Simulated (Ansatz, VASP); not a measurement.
# Cross-check of Sr2C between VASP and Ansatz

Aim: how closely do two programs agree when they are given the same cell, functional and k mesh? The cell is generated by rule, not measured, and may not be a known phase. The cell is taken from a series of runs on this material, whose earlier steps may have relaxed, scaled, displaced or heated it; both programs get it as it stands.

Main program and level: Ansatz 0.2.0; plane waves, with VASP 6.6.1 beside it; relaxation of cell and atoms at LDA.

The structure was built from a prototype and need not be the compound's stable phase.

**1. Starting point**

Symmetry: Fm-3m, No. 225, cubic system. The conventional cell has a = 6.510 Å, b = 6.510 Å, c = 6.510 Å, α = 90.00°, β = 90.00°, γ = 90.00°. Sr has 4 C at 2.82 Å nearest. C has 8 Sr at 2.82 Å nearest. Farther neighbours are not listed.

**2. Ansatz: relaxation of cell and atoms, LDA**

Ansatz runs on its default PAW (the set named soft_2) files.

The relaxed volume is the usual yardstick between codes: in a stiff, nearly cubic crystal its relative difference is about their pressure difference at one cell divided by the bulk modulus.

input.yaml

```yaml
crystal:
  lattice:
    - [0.0, 3.2550652135, 3.2550652135]
    - [3.2550652135, 0.0, 3.2550652135]
    - [3.2550652135, 3.2550652135, 0.0]
  atoms:
    - { symbol: Sr, position: [0.25, 0.25, 0.25] }
    - { symbol: Sr, position: [0.75, 0.75, 0.75] }
    - { symbol: C, position: [0.0, 0.0, 0.0] }
kpoints:
  mp_grid: { grid: [12, 12, 12] }
hamiltonian:
  xc: lda
scf:
  occupations: { method: gaussian, width: 0.1 }
output:
  forces: true
  stress: true
  eigenvalues: true
  write_density: true
  write_potential: true
  elf: true
  volumetric_format: npy
relax:
  adjacent_minimum: "off"
  f_tol: 0.005
  max_steps: 80
  cell: { stress_tol: 0.05 }
```

The run is started by

```bash
ansatz run input.yaml --threads 4 --pin off --max-ram 16384MiB --backend cpu --events-out ev --progress --plain --runs-dir out
```

Numbers of over 12 decimals in the logs are rounded to 6 here.

What it wrote:

```text
Engine: ansatz 0.2.0, aarch64-unknown-linux-gnu
Pseudopotentials: kind: paw
Pseudopotential: Sr, paw, valence charge 10, recommended cutoff 420 eV (normal), Sr.paw.azcp
Pseudopotential: C, paw, valence charge 4, recommended cutoff 420 eV (normal), C.paw.azcp
Functional definition: SPW92
  exchange = slater_x
  correlation = pw_c
Crystal: 3 atoms, lattice volume = 68.978 Å³
Basis set: ecut = 420 eV, 1363 PW (Γ)
Bands: 16, of which v1, the nominal top of the filled ones, is band 12 counted from 1 (11 counted from 0)
Symmetry: 48 space group operations
Space group: Fm-3m (ITA 225), of the structure as read, at distance tolerance 4.1e-5 Å
k-points: 72 of 1728
Non-local potential: Sr, projectors of the file, l = 0: 3, l = 1: 2, l = 2: 2
Non-local potential: C, projectors of the file, l = 0: 2, l = 1: 2, l = 2: 1
PAW form: soft (Blöchl's): semilocal exchange-correlation on the pseudo side does not see the compensation charge
PAW frozen core: Sr, regenerated for the run's functional, and the local potential with it (the file was generated under x = pbe(κ = 0.804, μ = 0.219515), c = pbe(β = 0.066725))
PAW frozen core: C, regenerated for the run's functional, and the local potential with it (the file was generated under x = pbe(κ = 0.804, μ = 0.219515), c = pbe(β = 0.066725))
PAW one-centre angular grid: Sr, 110 points (default); XC on 64 Gauss nodes
PAW one-centre angular grid: C, 110 points (default); XC on 64 Gauss nodes
Initial density: superposition of atomic densities (neutral atoms: chi_scale 0, normalization atom), corrected by the library's trained network
Initial wavefunctions: pseudopotential atomic-orbital guess
Functional: x = slater, c = lda
SCF iter   1: F=—  HF=-7130.058855 eV  |F-HF|=—  |Δ(HF+E_count)|=         —  Δρ=5.54e-3  dr2=2.01e-2  ethr=1.77e-3  ⟨swp⟩=8.5  Hψ=7737  notcnv=0
preconditioner: auto → Kerker (q_TF=auto, 2.288 Å⁻¹)  [metal: Δε(μ)=0.050 eV  Ē_g=13.824 eV  σ=0.100 eV  W_gap=0.26  n_scr=14 (ndim 8)  ℏωp=20.0 eV  f_vac=0.000  D(μ)=0.98/eV (n_scr^D=0)]
SCF iter   2: F=—  HF=-7130.056972 eV  |F-HF|=—  |Δ(HF+E_count)|=   1.88e-3  Δρ=3.16e-3  dr2=6.87e-3  ethr=8.38e-5  ⟨swp⟩=2.2  Hψ=2196  notcnv=0
SCF iter   3: F=—  HF=-7130.056844 eV  |F-HF|=—  |Δ(HF+E_count)|=   1.29e-4  Δρ=1.60e-3  dr2=2.58e-3  ethr=2.86e-5  ⟨swp⟩=1.0  Hψ=1152  notcnv=0
SCF iter   4: F=—  HF=-7130.056680 eV  |F-HF|=—  |Δ(HF+E_count)|=   1.64e-4  Δρ=5.20e-4  dr2=4.24e-4  ethr=1.08e-5  ⟨swp⟩=2.0  Hψ=1330  notcnv=0
SCF iter   5: F=—  HF=-7130.056623 eV  |F-HF|=—  |Δ(HF+E_count)|=   5.66e-5  Δρ=1.19e-4  dr2=1.11e-5  ethr=1.76e-6  ⟨swp⟩=2.0  Hψ=1357  notcnv=0
SCF iter   6: F=—  HF=-7130.056616 eV  |F-HF|=—  |Δ(HF+E_count)|=   6.65e-6  Δρ=2.08e-5  dr2=3.43e-7  ethr=4.63e-8  ⟨swp⟩=2.1  Hψ=1485  notcnv=0
SCF iter   7: F=-7130.056616 eV  HF=-7130.056616 eV  |F-HF|=2.46e-10  |Δ(HF+E_count)|=   8.69e-8  Δρ=3.76e-6  dr2=7.69e-9  ethr=4.17e-10  ⟨swp⟩=11.4  Hψ=9672  notcnv=0
SCF 1 converged in 7 iterations: F = -7130.056616 eV  dr2 = 7.69e-9
  greatest PAW one-centre occupation: 0.987 electrons in one spin orbital (limit 2), on the Sr atom at site 1 (counted from 0), in its partial waves of l = 0
relax step   1: F+E_penalty+E_count = -7130.05661640 eV  Δ(F+E_penalty+E_count) = +0.000e0 eV  max|allowed force component| = 3.392e-17 eV/Å  Δτ_max = 0.0000 Å  P = +0.005 GPa  Ω = 68.978 Å³  (7 SCF iters, dr2 threshold 1.00e-7 eV, accepted)
Initial density: handed on by an earlier stage of this run
Initial wavefunctions: pseudopotential atomic-orbital guess (no wavefunctions were taken with the density)
iter 1 solved again at ethr=6.67e-7 eV; its pass at ethr=3.10e-3 eV (dr2=1.60e-4 eV) is discarded
SCF iter   1: F=—  HF=-7130.056614 eV  |F-HF|=—  |Δ(HF+E_count)|=         —  Δρ=4.03e-6  dr2=7.18e-9  ethr=6.67e-7  ⟨swp⟩=3.0  Hψ=11021  notcnv=0
eigensolver tolerance schedule: the retry pair's looser diagonalisation over-reported the residual by 22304.76 of it (diagonalisation noise at an unbounded share of the residual, at the tolerance the schedule requests for it); recorded, not acted on — ethr = c·dr2/N_el stays at c = 1.0e-1
preconditioner: auto → Kerker (q_TF=auto, 2.288 Å⁻¹)  [metal: Δε(μ)=0.049 eV  Ē_g=13.805 eV  σ=0.100 eV  W_gap=0.27  n_scr=14 (ndim 8)  ℏωp=20.0 eV  f_vac=0.000  D(μ)=0.90/eV (n_scr^D=0)]
SCF iter   2: F=—  HF=-7130.056616 eV  |F-HF|=—  |Δ(HF+E_count)|=   1.99e-6  Δρ=2.05e-6  dr2=2.19e-9  ethr=2.99e-11  ⟨swp⟩=4.0  Hψ=3144  notcnv=0
SCF iter   3: F=—  HF=-7130.056616 eV  |F-HF|=—  |Δ(HF+E_count)|=  9.38e-10  Δρ=9.14e-7  dr2=6.13e-10  ethr=9.14e-12  ⟨swp⟩=1.2  Hψ=1163  notcnv=0
SCF iter   4: F=—  HF=-7130.056616 eV  |F-HF|=—  |Δ(HF+E_count)|=  3.35e-10  Δρ=4.11e-7  dr2=1.65e-10  ethr=2.55e-12  ⟨swp⟩=2.0  Hψ=1412  notcnv=0
SCF iter   5: F=-7130.056616 eV  HF=-7130.056616 eV  |F-HF|=1.09e-11  |Δ(HF+E_count)|=  1.46e-11  Δρ=1.27e-7  dr2=2.22e-11  ethr=1.00e-12  ⟨swp⟩=5.7  Hψ=6474  notcnv=0
SCF 2 converged in 5 iterations: F = -7130.056616 eV  dr2 = 2.22e-11
relax step   2: F+E_penalty+E_count = -7130.05661641 eV  Δ(F+E_penalty+E_count) = -2.365e-9 eV  max|allowed force component| = 5.551e-17 eV/Å  Δτ_max = 0.0000 Å  P = +0.005 GPa  Ω = 68.978 Å³  stress off target by 4.54e-3 GPa  SCF on the basis re-selected at this cell (its energy is not comparable with the rows above)  (5 SCF iters)
basis re-selected at this cell: Δ(F+E_penalty+E_count) = -2.365e-9 eV, ΔP = -0.000 GPa vs the last step (what re-selecting the basis moved, of the pressure what is left beyond the Pulay correction that the steps carried, after the strain that the cell walked since its last selection, with what the two solves' SCF thresholds leave and, on support functions, any second-order correction that the steps lacked; it is no m [...]
SCF converged after 5 iterations
Free energy (F): -7130.056616 eV
Harris-Foulkes:  -7130.056616 eV  (|F-HF|=1.09e-11)
Internal energy: -7130.052093 eV  (E = F + TS)
E sigma→0 (E₀):  -7130.054355 eV
Entropy (-TS):   -0.004523 eV (-1.508 meV/atom)
Fermi energy:    9.010989 eV
--- Per-component energies (eV) ---
  E_band       = -149.922164
  E_kinetic    = 578.139314
  E_local      = -1297.286161  (includes V_loc(G=0)·N_el)
  E_nonlocal   = 439.979596
  E_hartree    = 302.611461
  E_xc         = -391.177550
  E_vxc        = -383.376602  (∫ρ·V_xc dr)
  E_paw        = -5284.783475  (= ΣΔE_a)
  E_vpaw       = -92.601169  (= ΣTr[D̂ρ^β])
  E_aug_tail   = 0.000003  (compensation charges beyond the density's cutoff)
  E_ewald      = -1478.186385
  E_core_change = 0.651103  (= ΣΔE_core)
  E_smearing   = -0.004523  (= −TS)
  E_closure    = 0.000000  (closes the sum)
  Σ components = -7130.056616   (vs F -7130.056616, Δ=0.00e0)
--- Forces (eV/Å), atoms counted from 1 ---
  atom   1  Sr     0.00000000    -0.00000000     0.00000000
  atom   2  Sr    -0.00000000     0.00000000     0.00000000
  atom   3  C      0.00000000     0.00000000    -0.00000000
  max |Σ_I F_I| component: 5.55e-17 eV/Å
--- Stress (GPa, compression-positive) ---
        0.004540      -0.000000      -0.000000
       -0.000000       0.004540      -0.000000
        0.000000       0.000000       0.004540
  P = ⅓ Tr σ = 0.0045 GPa (0.045 kbar)
--- Band table (eV; the first three rows and the last of 72) ---
  k-point 0: bands = [... 8 lower, 0.7273, 7.3456, 7.3456, 7.3456, 9.1537, 10.1204, 10.1204, 14.4570]
  k-point 1: bands = [... 8 lower, 0.7777, 7.2184, 7.3990, 7.3990, 9.4807, 10.1923, 10.1923, 14.1121]
  k-point 2: bands = [... 8 lower, 0.9118, 7.0421, 7.5517, 7.5517, 10.2218, 10.4030, 10.4030, 13.4249]
  k-point 71: bands = [... 8 lower, 1.4872, 7.8846, 7.8846, 8.7727, 9.2549, 11.7216, 11.7216, 13.0812]
--- Relaxed structure (1 steps of the walk, 1 accepted, 1 SCFs on fresh bases) ---
  F+E_penalty+E_count = -7130.05661641 eV   max|allowed force component| = 5.551e-17 eV/Å   (the final SCF, on the basis selected at the relaxed cell)
  cell:  # Å, volume = 68.9778 Å³
    - [0.0, 3.2550652135, 3.2550652135]
    - [3.2550652135, 0.0, 3.2550652135]
    - [3.2550652135, 3.2550652135, 0.0]
  atoms:
    - { symbol: Sr, position: [0.25, 0.25, 0.25] }
    - { symbol: Sr, position: [0.750000, 0.750000, 0.750000] }
    - { symbol: C, position: [0.0, 0.0, 0.0] }
```

**3. VASP: relaxation of cell and atoms, LDA**

The same cell, functional (in two slightly different forms), mesh and smearing now go to VASP, with its own data sets.

Lines of VASP's logs that name or quote its potential files are left out, and so is its time.

INCAR

```
SYSTEM = Sr2C
PREC = Accurate
ENCUT = 600
EDIFF = 1E-07
NELM = 120
ISMEAR = 0
SIGMA = 0.1
LREAL = .FALSE.
ALGO = Normal
GGA = CA
NBANDS = 18
LORBIT = 11
LWAVE = .FALSE.
LCHARG = .FALSE.
ISIF = 3
IBRION = 2
NSW = 80
EDIFFG = -0.005
LASPH = .TRUE.
GGA_COMPAT = .FALSE.
NELMIN = 4
```

POSCAR

```
Sr2C
1.0
    0.0000000000      3.2550650000      3.2550650000
    3.2550650000      0.0000000000      3.2550650000
    3.2550650000      3.2550650000      0.0000000000
Sr C
2 1
Direct
    0.2500000768      0.2500000768      0.2500000768
    0.7500000768      0.7500000768      0.7500000768
    0.0000000000      0.0000000000      0.0000000000
```

KPOINTS

```
Automatic mesh
0
Gamma
12 12 12
0 0 0
```

PAW data sets: Sr_sv and C (LDA family, release 64).

The run is started by

```bash
mpirun -np 1 vasp_std
```

What it wrote:

```text
[banner, memory and clock lines left out]
running    1 mpi-ranks, on    1 nodes
 distrk:  each k-point on    1 cores,    1 groups
 distr:  one band on    1 cores,    1 groups

 POSCAR found type information on POSCAR SrC
 POSCAR found :  2 types and       3 ions
 LDA part: xc-table for (Slater(with rela. corr.)+CA(PZ))
 , standard interpolation
 POSCAR, INCAR and KPOINTS ok, starting setup
 FFT: planning ... GRIDC
 FFT: planning ... GRID_SOFT
 FFT: planning ... GRID
 WAVECAR not read
 entering main loop
       N       E                     dE             d eps       ncg     rms          rms(c)
DAV:   1     0.128613256332E+03    0.12861E+03   -0.13161E+04  2592   0.138E+03
DAV:   2    -0.547522448179E+01   -0.13409E+03   -0.13133E+03  3054   0.284E+02
DAV:   3    -0.157626086787E+02   -0.10287E+02   -0.10248E+02  4624   0.608E+01
DAV:   4    -0.159443186081E+02   -0.18171E+00   -0.18161E+00  3620   0.783E+00
DAV:   5    -0.159478439348E+02   -0.35253E-02   -0.35249E-02  4100   0.842E-01    0.226E+01
DAV:   6    -0.128851036995E+02    0.30627E+01   -0.37369E+01  2986   0.155E+01    0.258E+01
DAV:   7    -0.124354142378E+02    0.44969E+00   -0.39398E+00  3032   0.580E+00    0.145E+01
DAV:   8    -0.123456604149E+02    0.89754E-01   -0.46445E-01  3700   0.296E+00    0.105E+00
DAV:   9    -0.123389518363E+02    0.67086E-02   -0.87888E-02  3332   0.681E-01    0.514E-01
DAV:  10    -0.123393380128E+02   -0.38618E-03   -0.89730E-03  4222   0.259E-01    0.237E-01
DAV:  11    -0.123389166770E+02    0.42134E-03   -0.56466E-03  3186   0.167E-01    0.648E-02
DAV:  12    -0.123388667919E+02    0.49885E-04   -0.27616E-04  3860   0.510E-02    0.196E-02
DAV:  13    -0.123388647359E+02    0.20560E-05   -0.56225E-05  3188   0.190E-02    0.707E-03
DAV:  14    -0.123388643560E+02    0.37986E-06   -0.88160E-06  2522   0.705E-03    0.242E-03
DAV:  15    -0.123388642367E+02    0.11935E-06   -0.11127E-06  2732   0.280E-03    0.123E-03
DAV:  16    -0.123388642353E+02    0.14345E-08   -0.23713E-08  1636   0.837E-04
   1 F= -.12338864E+02 E0= -.12336633E+02  d E =-.123389E+02
 curvature:   0.00 expect dE= 0.000E+00 dE for cont linesearch  0.000E+00
 trial: gam= 0.00000 g(F)=  0.377E-43 g(S)=  0.911E-03 ort = 0.000E+00 (trialstep = 0.100E+01)
 search vector abs. value=  0.911E-03
 bond charge predicted
       N       E                     dE             d eps       ncg     rms          rms(c)
DAV:   1    -0.123448365123E+02   -0.59723E-02   -0.14183E-01  3106   0.278E+00    0.673E-01
DAV:   2    -0.123409469947E+02    0.38895E-02   -0.17858E-02  3430   0.844E-01    0.255E-01
DAV:   3    -0.123393959962E+02    0.15510E-02   -0.66914E-03  4362   0.399E-01    0.272E-01
DAV:   4    -0.123391858325E+02    0.21016E-03   -0.22617E-03  4384   0.162E-01    0.175E-01
DAV:   5    -0.123393033840E+02   -0.11755E-03   -0.89247E-05  4402   0.396E-02    0.875E-02
DAV:   6    -0.123393478656E+02   -0.44482E-04   -0.30544E-04  4228   0.833E-02    0.114E-02
DAV:   7    -0.123393475328E+02    0.33278E-06   -0.51928E-06  3366   0.137E-02    0.353E-03
DAV:   8    -0.123393475144E+02    0.18467E-07   -0.47493E-07  3838   0.371E-03
   2 F= -.12339348E+02 E0= -.12337035E+02  d E =-.483279E-03
 trial-energy change:   -0.000483  1 .order   -0.000485   -0.000911   -0.000059
 step:   1.0688(harm=  1.0688)  dis= 0.00000  next Energy=   -12.339351 (dE=-0.487E-03)
 reached required accuracy - stopping structural energy minimisation
```

From OUTCAR (step 3):

```text
ion  position               nearest neighbor table
   1  0.250  0.250  0.250-   3 2.82   3 2.82   3 2.82   3 2.82   2 3.26   2 3.26   2 3.26   2 3.26
                             2 3.26   2 3.26
   2  0.750  0.750  0.750-   3 2.82   3 2.82   3 2.82   3 2.82   1 3.26   1 3.26   1 3.26   1 3.26
                             1 3.26   1 3.26
   3  0.000  0.000  0.000-   2 2.82   1 2.82   1 2.82   1 2.82   2 2.82   2 2.82   2 2.82   1 2.82

  LATTYP: Found a face centered cubic cell.
 ALAT       =     6.5101300000

 Subroutine GETGRP returns: Found 48 space group operations
 (whereof 48 operations were pure point group operations)

The static configuration has the point symmetry O_h .

 Found     72 irreducible k-points:

   k-points           NKPTS =     72   k-points in BZ     NKDIM =     72   number of bands    NBANDS=     18

   dimension x,y,z NGX =    40 NGY =   40 NGZ =   40
   dimension x,y,z NGXF=    80 NGYF=   80 NGZF=   80

   ENCUT  =  600.0 eV  44.10 Ry    6.64 a.u.   9.19  9.19  9.19*2*pi/ulx,y,z

   NELECT =      24.0000    total number of electrons

 k-points in reciprocal lattice and weights: Automatic mesh
   0.00000000  0.00000000  0.00000000       0.001
   0.08333333  0.00000000  0.00000000       0.005
   0.16666667  0.00000000  0.00000000       0.005
   0.25000000  0.00000000  0.00000000       0.005
   0.33333333  0.00000000  0.00000000       0.005
   0.41666667  0.00000000  0.00000000       0.005
   0.50000000  0.00000000  0.00000000       0.002
   0.08333333  0.08333333  0.00000000       0.003
   0.16666667  0.08333333  0.00000000       0.014
[...]
-0.33333333  0.50000000  0.16666667       0.007
  -0.25000000  0.50000000  0.25000000       0.003

 average (electrostatic) potential at core
       1 -37.3557       2 -37.3557       3 -54.3371

 E-fermi :   3.2332

 k-point     1 :       0.0000    0.0000    0.0000
  band No.  band energies     occupation
    ...
      8     -13.3864      2.00000
      9      -5.0356      2.00000
     10       1.5729      2.00000
     11       1.5729      2.00000
     12       1.5729      2.00000
     13       3.3887      0.02789
     14       4.3215      0.00000
     15       4.3215      0.00000
     16       8.6737      0.00000
     17       8.6737      0.00000
    ...

 k-point     2 :       0.0833    0.0000    0.0000
  band No.  band energies     occupation
    ...
      8     -13.4041      2.00000
      9      -4.9862      2.00000
     10       1.4466      2.00000
     11       1.6263      2.00000
     12       1.6263      2.00000
     13       3.7142      0.00000
     14       4.3933      0.00000
     15       4.3933      0.00000
     16       8.3263      0.00000
     17       8.6410      0.00000
    ...

 k-point     3 :       0.1667    0.0000    0.0000
  band No.  band energies     occupation
    ...
      8     -13.4554      2.00000
      9      -4.8547      2.00000
     10       1.2710      2.00000
     11       1.7791      2.00000
     12       1.7791      2.00000
     13       4.4536      0.00000
     14       4.6040      0.00000
     15       4.6040      0.00000
     16       7.6360      0.00000
     17       8.5224      0.00000
    ...

  Total        0.0088427      0.0088427      0.0088427      0.0000000      0.0000000      0.0000000
  in kB        0.2040390      0.2040390      0.2040390      0.0000000      0.0000000      0.0000000
  external PRESSURE =       0.2040390 kB  Pullay stress =       0.0000000 kB

  energy-cutoff  :      600.00
  volume of cell :       69.44
      direct lattice vectors                 reciprocal lattice vectors
    -0.000000000  3.262256544  3.262256544    -0.153268142  0.153268142  0.153268142
     3.262256544  0.000000000  3.262256544     0.153268142 -0.153268142  0.153268142
     3.262256544  3.262256544  0.000000000     0.153268142  0.153268142 -0.153268142

 POSITION                                       TOTAL-FORCE (eV/Angst)
 -----------------------------------------------------------------------------------
      1.63113      1.63113      1.63113        -0.000000     -0.000000     -0.000000
      4.89339      4.89339      4.89339         0.000000      0.000000      0.000000
      3.26226      0.00000      3.26226        -0.000000     -0.000000     -0.000000
 -----------------------------------------------------------------------------------
    total drift:                               -0.000688     -0.000688     -0.000688

  FREE ENERGIE OF THE ION-ELECTRON SYSTEM (eV)
  ---------------------------------------------------
  free  energy   TOTEN  =       -12.3393475144 eV

  energy  without entropy=      -12.3347224380  energy(sigma->0) =      -12.33703498

 reached required accuracy - stopping structural energy minimisation

 total charge
# of ion       s       p       d       tot
------------------------------------------
    1        2.051   5.751   0.324   8.126
    2        2.051   5.751   0.324   8.126
    3        0.856   1.320   0.000   2.175
--------------------------------------------------
tot          4.958  12.822   0.649  18.428

[... 3 further parts left out ...]
```

CONTCAR:

```
Sr2C
   1.00000000000000
    -0.0000000000000000    3.2622565437916062    3.2622565437916062
     3.2622565437916062    0.0000000000000000    3.2622565437916062
     3.2622565437916062    3.2622565437916062    0.0000000000000000
  Sr              C
     2     1
Direct
     0.2500000767999992    0.2500000767999992    0.2500000767999992
     0.7500000767999992    0.7500000767999992    0.7500000767999992
     0.0000000000000000    1.0000000000000000    0.0000000000000000
```

The run keeps the 48 symmetry operations of its start, so it cannot find a distortion of lower symmetry.

**4. Comparison**

Known differences besides the potentials themselves: the two LDA forms differ slightly; the cutoff is 420 eV in Ansatz and 600 eV in VASP; VASP's log shows a relativistic correction to its local exchange, Ansatz's none; Ansatz adds a Pulay correction to the stress that steers its cell, VASP none. Total energies have different zeros and are not compared.

Both answers:

| quantity | Ansatz | VASP | difference |
| --- | --- | --- | --- |
| volume (Å³) | 68.98 | 69.44 | -0.66 % |
| edge a after relaxation, in the typed setting (Å) | 4.603 | 4.614 | -0.22 % |

**5. Results**

| Item | Value |
| --- | --- |
| difference in volume (relaxation of cell and atoms, LDA) | -0.66 % |

In words: The difference in volume is -0.66 % (relaxation of cell and atoms, LDA), within the 1.2 % picked in this series as the mark of a large difference, as far as the stopping tolerances let one tell. 1 further run of this series is not shown here. Such differences can come from data sets, numerical settings and the points named under the comparisons, not from the functional's error against experiment.

[Lines on the potential files, build, host, timing and source positions are cut from VASP's logs without a mark.]

[Logs are printed without paths, hosts, clocks, repeated set-up lines and the standing remarks that a program may print on its own settings, such as how far it seeks lower states.]

[Hosts, paths, dates, database ids (printed as entryN), source tags and the programs' standing remarks are cut or masked in the printed files.]
